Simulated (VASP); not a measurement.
Input:

```xyz
4
Lattice="8.2381 -2.1218 0.0000 8.2381 2.1218 0.0000 0.0000 0.0000 8.7278" Properties=species:S:1:pos:R:3 pbc="T T T"
Br     8.2381    -1.5189     1.0332
Br     8.2381    -0.6030     5.3971
Br     8.2381     1.5189     7.6946
Br     8.2381     0.6030     3.3307
```

All values below come from PBE GGA, VASP's PBE PAW potentials (set 64) (plane waves; VASP). Settings: 400 eV cut-off, Gaussian smearing of 0.050 eV, potentials Br.

Without a dispersion term in the relaxation, distances and binding between the weakly bound layers, chains or molecules are unreliable, and so is what depends on them.

Q: Predict the band gap (along the path) with the smallest direct gap where there is one.

A: 
The band gap (along the path) is 1.38 eV and the smallest direct gap (along the path) is 1.38 eV.

The absolute energy has meaning only against runs of the same code, potentials and settings.

The structure comes from a measured Br entry (Cmce) of the Crystallography Open Database, whose conditions weren't checked. It was relaxed first, which changed the volume by -6 %.
